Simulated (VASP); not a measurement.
Level of theory: optB86b-vdW, VASP's PBE PAW potentials (set 64) (plane waves; VASP). For the first row: Numerical set-up: 520 eV cut-off, 8×8×8 Γ-centred mesh, first-order Methfessel-Paxton smearing of 0.10 eV, potentials Sc_sv Al.

```
system        energy (eV/atom)
------------  ----------------
Al3Sc (L1_2)           -3.2712
Sc (hcp)               -3.6535
Al (fcc)               -2.5133
```

The references are the elements' solids at the same level; no temperature or zero-point terms are added.

What is the formation energy per atom of Al₃Sc?

The references average (1×(-3.6535) + 3×(-2.5133))/4 = -2.7984 eV, so the formation energy is -3.2712 − (-2.7984) = -0.473 eV/atom.
